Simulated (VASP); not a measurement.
```yaml
crystal:
  lattice:
    - [4.73201, 0.00000, 0.00000]
    - [0.00000, 4.73201, 0.00000]
    - [0.00000, 0.00000, 4.73201]
  atoms:
    - { symbol: V, position: [0.50000, 0.25000, 0.00000] }
    - { symbol: V, position: [0.50000, 0.75000, 0.00000] }
    - { symbol: V, position: [0.25000, 0.00000, 0.50000] }
    - { symbol: V, position: [0.75000, 0.00000, 0.50000] }
    - { symbol: V, position: [0.00000, 0.50000, 0.25000] }
    - { symbol: V, position: [0.00000, 0.50000, 0.75000] }
    - { symbol: Ge, position: [0.50000, 0.50000, 0.50000] }
    - { symbol: Ge, position: [0.00000, 0.00000, 0.00000] }
```

Calculation: r2SCAN meta-GGA, VASP's PBE PAW potentials (set 64) (plane waves; VASP 6.6.1). Run with 400 eV cut-off, 7×7×7 Γ-centred mesh, tetrahedra with Blöchl corrections, potentials V_sv Ge_d.

The cores are frozen, which limits the accuracy of field gradients. The run has a spin-polarised start.

Q: Give the principal components of the electric field gradient (V/Å²) and the asymmetry η at each nucleus.

A: 
| atom | Vxx | Vyy | Vzz | η |
|---|---|---|---|---|
| V1 | -4.2 | -4.2 | 8.5 | 0.00 |
| V2 | -4.2 | -4.2 | 8.5 | 0.00 |
| V3 | -4.2 | -4.2 | 8.5 | 0.00 |
| V4 | -4.2 | -4.2 | 8.5 | 0.00 |
| V5 | -4.2 | -4.2 | 8.5 | 0.00 |
| V6 | -4.2 | -4.2 | 8.5 | 0.00 |
| Ge7 | 0.0 | 0.0 | 0.0 | - |
| Ge8 | 0.0 | 0.0 | 0.0 | - |

The structure comes from a computed database's V3Ge entry (Pm-3n); how it stands against other phases isn't given here. It was relaxed first.
